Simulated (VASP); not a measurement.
```xyz
12
Lattice="5.3313 0.0000 0.0000 0.0000 3.9201 0.0000 0.0000 0.0000 7.4087" Properties=species:S:1:pos:R:3 pbc="T T T"
Rh     2.8078     0.9800     5.9116
Rh     0.1422     0.9800     5.2015
Rh     2.5235     2.9401     1.4972
Rh     5.1891     2.9401     2.2072
Rh     0.8713     0.9800     0.5161
Rh     3.5369     0.9800     3.1882
Rh     4.4600     2.9401     6.8926
Rh     1.7944     2.9401     4.2205
Si     3.8143     0.9800     0.7728
Si     1.1487     0.9800     2.9316
Si     1.5170     2.9401     6.6360
Si     4.1827     2.9401     4.4772
```

Computed with PBEsol GGA, VASP's PBE PAW potentials (set 64) (plane waves; VASP). Numerical set-up: 400 eV cut-off, 7×9×5 Γ-centred mesh, tetrahedra with Blöchl corrections, potentials Rh_pv Si.

For a metal the tetrahedron method with Blöchl corrections gives inexact stress and forces.

Task: Which forces act on the atoms, in eV/Å?

Result: 
```csv
atom,Fx,Fy,Fz
Rh1,-0.004,0.000,0.021
Rh2,-0.004,0.000,-0.021
Rh3,0.004,0.000,-0.021
Rh4,0.004,0.000,0.021
Rh5,-0.064,0.000,-0.002
Rh6,-0.064,0.000,0.002
Rh7,0.064,0.000,0.002
Rh8,0.064,0.000,-0.002
Si9,-0.001,0.000,0.022
Si10,-0.001,0.000,-0.022
Si11,0.001,0.000,-0.022
Si12,0.001,0.000,0.022
```

Task: Give the stress tensor in GPa (positive for a compressed cell).

Result: 
```
 0.32   0.00   0.00
 0.00  -0.01   0.00
 0.00   0.00  -0.14
```
The pressure is its mean diagonal, 0.05 GPa.

The structure was generated: SiRh2 was put into the Co2Si type (Pnma), which need not be its known phase. It was relaxed first.
